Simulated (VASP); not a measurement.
VASP runs on TiC (rock salt) share one base input (PBE GGA, plane waves, VASP's PBE PAW potentials (set 64)) and change the settings named in each case.

File POSCAR:
```
TiC
1
    0.0000000000     2.1650000000     2.1650000000
    2.1650000000     0.0000000000     2.1650000000
    2.1650000000     2.1650000000     0.0000000000
Ti C
1 1
Direct
  0.0000000000   0.0000000000   0.0000000000
  0.5000000000   0.5000000000   0.5000000000
```

**INCAR**
```
SYSTEM = TiC
PREC = Accurate
ENCUT = 520
EDIFF = 1E-6
NELM = 100
ALGO = Normal
LREAL = .FALSE.
LASPH = .TRUE.
ISMEAR = 1
SIGMA = 0.1
GGA = PE
LMAXMIX = 4
LWAVE = .FALSE.
LCHARG = .FALSE.
ISIF = 2
```

**KPOINTS**
```
Automatic mesh
0
Gamma
13 13 13
0 0 0
```

POTCAR, in this order: Ti_sv C (PBE.64 set). Program: vasp_std.

```csv
change,E(σ→0) (eV/atom),pressure (GPa),−TS (eV)
base run,-9.3546,0.74,-0.0002
"LDAU = .TRUE., LDAUJ = 0 0, LDAUL = 2 -1, LDAUTYPE = 2, LDAUU = 1.0 0",-8.9727,3.52,-0.0002
"LDAU = .TRUE., LDAUJ = 0 0, LDAUL = 2 -1, LDAUTYPE = 2, LDAUU = 2.0 0",-8.5975,(withheld),-0.0003
"LDAU = .TRUE., LDAUJ = 0 0, LDAUL = 2 -1, LDAUTYPE = 2, LDAUU = 3.0 0",-8.2290,9.19,-0.0004
"LDAU = .TRUE., LDAUJ = 0 0, LDAUL = 2 -1, LDAUTYPE = 2, LDAUU = 4.0 0",-7.8675,12.12,-0.0003
"LDAU = .TRUE., LDAUJ = 0 0, LDAUL = 2 -1, LDAUTYPE = 2, LDAUU = 5.0 0",-7.5131,15.15,-0.0002
"LDAU = .TRUE., LDAUJ = 0 0, LDAUL = 2 -1, LDAUTYPE = 2, LDAUU = 6.0 0",-7.1657,18.29,-0.0003
"LDAU = .TRUE., LDAUJ = 0 0, LDAUL = 2 -1, LDAUTYPE = 2, LDAUU = 8.0 0",-6.4925,24.25,-0.0001
"LDAU = .TRUE., LDAUJ = 0 0, LDAUL = 2 -1, LDAUTYPE = 2, LDAUU = 5.0 0, LMAXMIX = 2",-7.5131,15.08,-0.0002
```

**Question.** Complete the blanks.

**Answer.** 
- LDAU = .TRUE., LDAUJ = 0 0, LDAUL = 2 -1, LDAUTYPE = 2, LDAUU = 2.0 0, pressure (GPa): 6.34

Energies of different potentials or functionals have different zeros.

Left out are runs that ran out of time, are held back, or changed the cell or the kind of run, fixed moments of cells without a moment, rows past the twelfth, gaps on odd meshes, pressures of charged cells and columns that move by less than the noise.

The compound is TiC in the rock salt structure. The cell was not relaxed at this level.
